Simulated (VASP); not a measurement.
Computed with TPSS meta-GGA, VASP's PBE PAW potentials (set 64) (plane waves; VASP).

The input files of a VASP run:

File POSCAR:
```
SnSe2
1
    1.9165081878    -3.3194897697     0.0000000000
    1.9165081878     3.3194897697    -0.0000000000
    0.0000000000     0.0000000000     6.2366366453
Sn Se
1 2
Direct
  1.0000000000   0.0000000000   0.0000000000
  0.3333330000   0.6666670000   0.2525926707
  0.6666670000   0.3333330000   0.7474073293
```

### INCAR
```
# general
SYSTEM =SnSe2
PREC   =Accurate
ENCUT  =520
LREAL  =F
LASPH  =T

# electronic loop
EDIFF  =1E-6
NELM   =100
ALGO   =Normal
LMAXMIX=4
LMIXTAU=T

# smearing
ISMEAR =0
SIGMA  =0.05

# functional
METAGGA=TPSS

# ions
IBRION =2
NSW    =60
ISIF   =3
EDIFFG =-0.02

# output
LWAVE  =F
LCHARG =F
```

### KPOINTS
```
Automatic
0
G
6 6 3
```

POTCAR, in this order: Sn_d Se (PBE.64 set). Program: vasp_std.

The resulting files:

OSZICAR:
```
...
DAV:   1    -0.364963105126E+02   -0.29006E-01   -0.17226E+00   581   0.120E+01    0.949E-01
DAV:   2    -0.364760915637E+02    0.20219E-01   -0.99341E-02   598   0.355E+00    0.503E-01
DAV:   3    -0.364691238900E+02    0.69677E-02   -0.16047E-02   650   0.145E+00    0.214E-01
DAV:   4    -0.364681244847E+02    0.99941E-03   -0.49176E-03   642   0.701E-01    0.683E-02
DAV:   5    -0.364683935319E+02   -0.26905E-03   -0.99757E-04   593   0.363E-01    0.456E-02
DAV:   6    -0.364684273412E+02   -0.33809E-04   -0.28406E-04   607   0.176E-01    0.149E-02
DAV:   7    -0.364684802900E+02   -0.52949E-04   -0.13752E-04   636   0.152E-01    0.992E-03
DAV:   8    -0.364685053508E+02   -0.25061E-04   -0.11680E-05   654   0.319E-02    0.535E-03
DAV:   9    -0.364685127495E+02   -0.73988E-05   -0.18375E-05   597   0.363E-02    0.117E-03
DAV:  10    -0.364685145928E+02   -0.18433E-05   -0.18155E-06   628   0.146E-02    0.141E-03
DAV:  11    -0.364685147258E+02   -0.13304E-06   -0.98437E-07   442   0.970E-03
  15 F= -.36468515E+02 E0= -.36468515E+02  d E =-.173582E-02
       N       E                     dE             d eps       ncg     rms          rms(c)
DAV:   1    -0.365736761832E+02   -0.10516E+00   -0.67141E+00   580   0.240E+01    0.188E+00
DAV:   2    -0.364989046491E+02    0.74772E-01   -0.38731E-01   606   0.696E+00    0.990E-01
DAV:   3    -0.364719067899E+02    0.26998E-01   -0.56520E-02   650   0.256E+00    0.440E-01
DAV:   4    -0.364673751771E+02    0.45316E-02   -0.19701E-02   674   0.140E+00    0.130E-01
DAV:   5    -0.364683024347E+02   -0.92726E-03   -0.38917E-03   594   0.703E-01    0.846E-02
DAV:   6    -0.364684698509E+02   -0.16742E-03   -0.10607E-03   599   0.331E-01    0.295E-02
DAV:   7    -0.364686761993E+02   -0.20635E-03   -0.53741E-04   619   0.299E-01    0.198E-02
DAV:   8    -0.364687897217E+02   -0.11352E-03   -0.58824E-05   628   0.726E-02    0.103E-02
DAV:   9    -0.364688122404E+02   -0.22519E-04   -0.58034E-05   613   0.688E-02    0.219E-03
DAV:  10    -0.364688177950E+02   -0.55546E-05   -0.85736E-06   692   0.309E-02    0.274E-03
DAV:  11    -0.364688207473E+02   -0.29523E-05   -0.32726E-06   568   0.173E-02    0.123E-03
DAV:  12    -0.364688217644E+02   -0.10171E-05   -0.91337E-07   446   0.844E-03    0.493E-04
DAV:  13    -0.364688218457E+02   -0.81257E-07   -0.12634E-07   349   0.407E-03
  16 F= -.36468822E+02 E0= -.36468822E+02  d E =-.204294E-02
       N       E                     dE             d eps       ncg     rms          rms(c)
DAV:   1    -0.364936428730E+02   -0.24821E-01   -0.15054E+00   580   0.108E+01    0.877E-01
DAV:   2    -0.364754156438E+02    0.18227E-01   -0.86920E-02   588   0.322E+00    0.464E-01
DAV:   3    -0.364696019071E+02    0.58137E-02   -0.15287E-02   678   0.141E+00    0.193E-01
DAV:   4    -0.364687998829E+02    0.80202E-03   -0.40660E-03   636   0.638E-01    0.685E-02
DAV:   5    -0.364689950770E+02   -0.19519E-03   -0.76305E-04   598   0.313E-01    0.466E-02
DAV:   6    -0.364689987993E+02   -0.37223E-05   -0.26291E-04   591   0.169E-01    0.140E-02
DAV:   7    -0.364690654661E+02   -0.66667E-04   -0.13201E-04   598   0.146E-01    0.864E-03
DAV:   8    -0.364690799083E+02   -0.14442E-04   -0.77364E-06   650   0.276E-02    0.498E-03
DAV:   9    -0.364690825785E+02   -0.26703E-05   -0.15120E-05   579   0.309E-02    0.120E-03
DAV:  10    -0.364690843673E+02   -0.17887E-05   -0.13274E-06   576   0.127E-02    0.116E-03
DAV:  11    -0.364690846546E+02   -0.28733E-06   -0.28269E-07   341   0.538E-03
  17 F= -.36469085E+02 E0= -.36469085E+02  d E =-.230575E-02
       N       E                     dE             d eps       ncg     rms          rms(c)
DAV:   1    -0.364694887694E+02   -0.40440E-03   -0.84536E-02   578   0.206E+00    0.147E-01
DAV:   2    -0.364697437615E+02   -0.25499E-03   -0.45351E-03   709   0.534E-01    0.699E-02
DAV:   3    -0.364696911687E+02    0.52593E-04   -0.20402E-04   687   0.149E-01    0.363E-02
DAV:   4    -0.364696686536E+02    0.22515E-04   -0.10712E-04   701   0.117E-01    0.863E-03
DAV:   5    -0.364696698883E+02   -0.12346E-05   -0.40425E-05   584   0.587E-02    0.457E-03
DAV:   6    -0.364696786904E+02   -0.88022E-05   -0.12218E-05   584   0.342E-02    0.261E-03
DAV:   7    -0.364696795860E+02   -0.89553E-06   -0.69819E-07   311   0.101E-02
  18 F= -.36469680E+02 E0= -.36469680E+02  d E =-.594931E-03
       N       E                     dE             d eps       ncg     rms          rms(c)
DAV:   1    -0.364697054560E+02   -0.26766E-04   -0.99745E-03   578   0.708E-01    0.503E-02
DAV:   2    -0.364697352301E+02   -0.29774E-04   -0.53818E-04   709   0.184E-01    0.241E-02
DAV:   3    -0.364697298819E+02    0.53482E-05   -0.24395E-05   679   0.518E-02    0.126E-02
DAV:   4    -0.364697280168E+02    0.18651E-05   -0.13009E-05   693   0.403E-02    0.300E-03
DAV:   5    -0.364697289519E+02   -0.93507E-06   -0.49456E-06   584   0.204E-02
  19 F= -.36469729E+02 E0= -.36469729E+02  d E =-.644297E-03
       N       E                     dE             d eps       ncg     rms          rms(c)
DAV:   1    -0.364704114914E+02   -0.68347E-03   -0.20442E-02   724   0.186E+00    0.127E-01
DAV:   2    -0.364700210624E+02    0.39043E-03   -0.11985E-03   709   0.505E-01    0.569E-02
DAV:   3    -0.364699345904E+02    0.86472E-04   -0.24693E-04   716   0.230E-01    0.169E-02
DAV:   4    -0.364699329024E+02    0.16880E-05   -0.47790E-05   632   0.744E-02    0.993E-03
DAV:   5    -0.364699280958E+02    0.48066E-05   -0.93249E-06   612   0.414E-02    0.569E-03
DAV:   6    -0.364699250634E+02    0.30324E-05   -0.35683E-06   590   0.267E-02    0.120E-03
DAV:   7    -0.364699256041E+02   -0.54070E-06   -0.54616E-07   294   0.109E-02
  20 F= -.36469926E+02 E0= -.36469926E+02  d E =-.196652E-03
       N       E                     dE             d eps       ncg     rms          rms(c)
DAV:   1    -0.364726907672E+02   -0.27657E-02   -0.11031E-01   724   0.433E+00    0.293E-01
DAV:   2    -0.364705692305E+02    0.21215E-02   -0.64120E-03   709   0.117E+00    0.132E-01
DAV:   3    -0.364701046253E+02    0.46461E-03   -0.13376E-03   715   0.537E-01    0.389E-02
DAV:   4    -0.364701038716E+02    0.75374E-06   -0.25213E-04   631   0.171E-01    0.230E-02
DAV:   5    -0.364700915136E+02    0.12358E-04   -0.51231E-05   612   0.972E-02    0.132E-02
DAV:   6    -0.364700846543E+02    0.68593E-05   -0.19901E-05   633   0.630E-02    0.281E-03
DAV:   7    -0.364700868866E+02   -0.22323E-05   -0.32073E-06   585   0.252E-02    0.215E-03
DAV:   8    -0.364700871647E+02   -0.27813E-06   -0.98468E-08   294   0.360E-03
  21 F= -.36470087E+02 E0= -.36470087E+02  d E =-.358213E-03
       N       E                     dE             d eps       ncg     rms          rms(c)
DAV:   1    -0.364701006998E+02   -0.13813E-04   -0.50051E-04   724   0.290E-01    0.198E-02
DAV:   2    -0.364700899224E+02    0.10777E-04   -0.28808E-05   693   0.779E-02    0.893E-03
DAV:   3    -0.364700880042E+02    0.19183E-05   -0.62037E-06   716   0.367E-02    0.248E-03
DAV:   4    -0.364700886417E+02   -0.63752E-06   -0.89336E-07   291   0.108E-02
  22 F= -.36470089E+02 E0= -.36470089E+02  d E =-.359690E-03
       N       E                     dE             d eps       ncg     rms          rms(c)
DAV:   1    -0.364704405146E+02   -0.35251E-03   -0.97218E-03   719   0.135E+00    0.958E-02
DAV:   2    -0.364701941271E+02    0.24639E-03   -0.70004E-04   706   0.408E-01    0.466E-02
DAV:   3    -0.364701249089E+02    0.69218E-04   -0.19389E-04   672   0.197E-01    0.126E-02
DAV:   4    -0.364701239398E+02    0.96911E-06   -0.37981E-05   590   0.602E-02    0.766E-03
DAV:   5    -0.364701221099E+02    0.18299E-05   -0.63757E-06   639   0.330E-02    0.536E-03
DAV:   6    -0.364701193024E+02    0.28075E-05   -0.19439E-06   521   0.152E-02    0.108E-03
DAV:   7    -0.364701194263E+02   -0.12393E-06   -0.53301E-07   303   0.106E-02
  23 F= -.36470119E+02 E0= -.36470119E+02  d E =-.307846E-04
```

File OUTCAR:
```
------------------------ aborting loop because EDIFF is reached ----------------------------------------
  FORCE on cell =-STRESS in cart. coord.  units (eV):
  Direction    XX          YY          ZZ          XY          YZ          ZX
  --------------------------------------------------------------------------------------
  Total       -0.0285838     -0.0285838      0.0245538      0.0000000      0.0000000      0.0000000
  in kB       -0.4799134     -0.4799135      0.4122506      0.0000000      0.0000000      0.0000000
  external PRESSURE =      -0.1825254 kB  Pullay stress =       0.0000000 kB
  volume of cell :       95.43
      direct lattice vectors                 reciprocal lattice vectors
     1.927989868 -3.339376627 -0.000000000     0.259337462 -0.149728544  0.000000000
     1.927989868  3.339376627  0.000000000     0.259337462  0.149728544  0.000000000
    -0.000000000 -0.000000000  7.410835971     0.000000000 -0.000000000  0.134937543
 POSITION                                       TOTAL-FORCE (eV/Angst)
 -----------------------------------------------------------------------------------
      1.92799     -3.33938     -0.00000        -0.000000      0.000000      0.000000
      1.92799      1.11313      1.59160         0.000000     -0.000000     -0.009405
      1.92799     -1.11313      5.81923        -0.000000      0.000000      0.009405
 -----------------------------------------------------------------------------------
    total drift:                               -0.000000     -0.000000      0.000000
  FREE ENERGIE OF THE ION-ELECTRON SYSTEM (eV)
  ---------------------------------------------------
  free  energy   TOTEN  =       -36.4701194263 eV

  energy  without entropy=      -36.4701194263  energy(sigma->0) =      -36.47011943

 reached required accuracy - stopping structural energy minimisation
```
(Selected blocks of OUTCAR.)

### CONTCAR
```
SnSe2
   1.00000000000000
     1.9279898680418257   -3.3393766269265051   -0.0000000000000004
     1.9279898680418257    3.3393766269265051    0.0000000000000004
    -0.0000000000000004   -0.0000000000000000    7.4108359709341816
  Sn              Se
     1     2
Direct
     1.0000000000000000    0.0000000000000000    0.0000000000000000
     0.3333330000000032    0.6666669999999968    0.2147667844203100
     0.6666669999999968    0.3333330000000032    0.7852332155796899
```

Energy and stress use the plane-wave basis of the starting cell. Without a dispersion term in the relaxation, distances and binding between the weakly bound layers, chains or molecules are unreliable, and so is what depends on them.

The compound is SnSe2 in the 1T layered structure. This run relaxes it. Symmetry was kept, so distortions that lower it aren't found. The start is the result of an earlier pass.
